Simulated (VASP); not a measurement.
An input for Quantum ESPRESSO's pw.x (written as the equivalent of a VASP run, and not itself run):

```
&CONTROL
  calculation = 'vc-relax'
  pseudo_dir = './pseudo'
  outdir = './out'
  tprnfor = .true.
  tstress = .true.
  nstep = 30
  forc_conv_thr = 0.00039
/
&SYSTEM
  ibrav = 0
  nat = 3
  ntyp = 2
  ecutwfc = 84
  occupations = 'smearing'
  smearing = 'methfessel-paxton'
  degauss = 0.00735
  input_dft = 'pbe'
  vdw_corr = 'grimme-d3'
  dftd3_version = 3
  dftd3_threebody = .false.
/
&ELECTRONS
  conv_thr = 7.3e-09
  electron_maxstep = 100
/
&IONS
/
&CELL
  cell_dofree = 'shape'
/
ATOMIC_SPECIES
  Ti 47.867 Ti.upf
  S 32.060 S.upf
CELL_PARAMETERS angstrom
     1.7115612   -2.9645113    0.0000000
     1.7115612    2.9645113    0.0000000
     0.0000000    0.0000000    5.7618090
ATOMIC_POSITIONS crystal
  Ti   0.0000000  0.0000000  0.0000000
  S    0.3333330  0.6666670  0.2497063
  S    0.6666670  0.3333330  0.7502937
K_POINTS automatic
  10 10 6 0 0 0
```

Problem. Write the VASP files for the same calculation (PBE-D3 (zero damping)).

Solution. This is not unique; one that fits is 
POSCAR:
```
TiS2
1.0
  1.7115611623  -2.9645112633   0.0000000000
  1.7115611623   2.9645112633   0.0000000000
  0.0000000000   0.0000000000   5.7618089629
Ti S
1 2
direct
  0.0000000000   0.0000000000   0.0000000000
  0.3333330000   0.6666670000   0.2497063362
  0.6666670000   0.3333330000   0.7502936638
```

**KPOINTS**
```
Automatic mesh
0
Gamma
10 10 6
0 0 0
```

### INCAR
```
EDIFF=1E-7   # SCF stop (eV)
SIGMA=0.1   # width (eV)
NELM=100
LMAXMIX=4   # l cut-off of mixed one-centre charges
ISIF=4
ENCUT=520   # plane-wave cut-off (eV)
IBRION=2
IVDW=11   # D3, zero damping
NSW=30
LASPH=T   # aspherical one-centre terms
ALGO=Normal   # blocked Davidson
PREC=Accurate
ISMEAR=1   # Methfessel-Paxton
LREAL=F
LCHARG=F
LWAVE=F
EDIFFG=-0.01   # ionic stop
GGA=PE
SYSTEM=TiS2
```

POTCAR, in this order: Ti_sv S (PBE.64 set). Program: vasp_std.

What does not carry over: the potentials are each code's own (VASP's PAW set, PseudoDojo norm-conserving files in pw.x), so ENCUT and ecutwfc are chosen apart and not converted; conv_thr bounds pw.x's estimated SCF error, while EDIFF bounds the energy change between steps; forc_conv_thr acts on force components and is met together with etot_conv_thr.

The compound is TiS2 in the 1T layered structure. This cell is one point of a volume scan, at 1.03 of the reference volume. Symmetry was kept, so distortions that lower it aren't found.
